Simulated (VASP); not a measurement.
GW runs with VASP on KI (rock salt), on PBE orbitals with a Kohn-Sham gap of 3.95 eV on the mesh.

```xyz
2
Lattice="0.0000 3.5350 3.5350 3.5350 0.0000 3.5350 3.5350 3.5350 0.0000" Properties=species:S:1:pos:R:3 pbc="T T T"
K      0.0000     0.0000     0.0000
I      3.5350     3.5350     3.5350
```

Settings: PREC = Normal, 500 eV cut-off, 4×4×4 Γ-centred mesh, Gaussian smearing of 0.010 eV, potentials K_sv_GW I_GW.

The mesh is coarse and the basis finite, so the quasiparticle values are not converged. Unless said otherwise, spin-orbit coupling is left out, though it shifts the bands of the heavy elements here.

```
run                  level  NBANDS  ENCUTGW (eV)  QP gap (eV)  smallest direct QP gap (eV)
-----  -------------------  ------  ------------  -----------  ---------------------------
run 1  G0W0@PBE, 1 step(s)      64           150         5.90                         5.90
run 2  G0W0@PBE, 1 step(s)     160           200            …                            …
```

Q: Fill in the missing entries.

A: 
- run 2, QP gap (eV): 6.09
- run 2, smallest direct QP gap (eV): 6.09

Left out are failed runs and those that VASP or the mesh makes unfit.

The compound is KI in the rock salt structure. The cell was not relaxed at this level.
